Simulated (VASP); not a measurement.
Set up this calculation in VASP 6.6.1, as the native input.

```
Task                   : single point
Functional             : LDA
Potentials or basis    : VASP PAW LDA potentials, release 64 (Mg, Pb_d, N)
Cutoff                 : 520 eV
k mesh                 : 9 × 9 × 4
Occupations            : gaussian, width 0.05 eV
Spin                   : no spin polarisation
Dipole correction      : no
Further INCAR settings : ALGO = Normal; EDIFF = 1e-07; NBANDS = 28
```

The structure of MgPb2N2 lies in POSCAR:

```
MgPb2N2
1.0
    3.4934965383      0.0000000000      0.0000000000
   -1.7467482692      3.0254567502      0.0000000000
    0.0000000000      0.0000000000      9.2349600287
Mg Pb N
1 2 2
Direct
    0.0000000000      0.0000000000      0.0000000000
    0.6666666667      0.3333333333      0.2865500000
    0.3333333333      0.6666666667      0.7134500000
    0.6666666667      0.3333333333      0.8618210000
    0.3333333333      0.6666666667      0.1381790000
```

The cell comes from a database or a generator and needn't be the stable form of this composition.

The cell isn't the ideal one: strain +0.030 along x and y, +0.000 along z, atoms carried along.

These files were run (other wordings do the same):

INCAR

```
SYSTEM = MgPb2N2
PREC = Accurate ; ENCUT = 520
EDIFF = 1E-7 ; ISMEAR = 0
SIGMA = 0.05 ; LREAL = .FALSE.
LASPH = .TRUE. ; NELM = 100
ALGO = Normal ; ISIF = 2
LWAVE = .FALSE. ; LCHARG = .TRUE.
GGA = CA ; LELF = .TRUE.
LVHAR = .TRUE. ; NBANDS = 28
```

KPOINTS

```
Automatic mesh
0
G
  9 9 4
  0 0 0
```

Potentials or basis: VASP PAW LDA potentials, release 64 (Mg, Pb_d, N).

Run with:

```sh
$ cat potpaw_LDA.64/Mg/POTCAR potpaw_LDA.64/Pb_d/POTCAR potpaw_LDA.64/N/POTCAR > POTCAR
$ mpirun -np 1 vasp_std > vasp.out
```

Results of the run:

- Pressure: -10.0 GPa
- Largest force: 0.798 eV/Å
- Band gap on the k mesh: 0.17 eV, direct

Caveat: spin-orbit coupling is left out, which as a rule narrows the gap of such compounds by several tenths of an eV; an odd mesh through Γ misses points on the zone boundary, where band edges often lie.

It took 2 min on 1 thread of Intel(R) Xeon(R) Platinum 8488C (Sapphire Rapids) (shared host), peak memory 0.25 GiB.
